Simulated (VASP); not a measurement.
Level of theory: r2SCAN meta-GGA, VASP's PBE PAW potentials (set 64) (plane waves; VASP).

A VASP calculation is set up with these files.

**POSCAR**
```
CuI
1
    0.0000000000     3.0250000000     3.0250000000
    3.0250000000     0.0000000000     3.0250000000
    3.0250000000     3.0250000000     0.0000000000
Cu I
1 1
Direct
  0.0000000000   0.0000000000   0.0000000000
  0.2500000000   0.2500000000   0.2500000000
```

### KPOINTS
```
Automatic mesh
0
Gamma
7 7 7
0 0 0
```

**INCAR**
```
SYSTEM = CuI
PREC = Accurate
ENCUT = 400
EDIFF = 1E-6
NELM = 100
ALGO = Normal
LREAL = .FALSE.
LASPH = .TRUE.
ISMEAR = 0
SIGMA = 0.05
METAGGA = R2SCAN
LMIXTAU = .TRUE.
LMAXMIX = 4
LWAVE = .FALSE.
LCHARG = .FALSE.
IBRION = 2
ISIF = 3
NSW = 60
EDIFFG = -0.01
```

POTCAR, in this order: Cu I (PBE.64 set). Program: vasp_std.

### Question
What will the output report for the number of irreducible k-points (NKPTS), number of bands (NBANDS), largest plane-wave count, number of space-group operations, FFT grid (NGX, NGY, NGZ)?

### Answer

The number of irreducible k-points (NKPTS) is 20 and the number of bands (NBANDS) comes out as 13. The largest plane-wave count comes out as 1014. The number of space-group operations comes out as 24 and the FFT grid (NGX, NGY, NGZ) is 28 × 28 × 28.

The compound is CuI in the zinc blende structure. This run relaxes it. Symmetry was kept, so distortions that lower it aren't found.
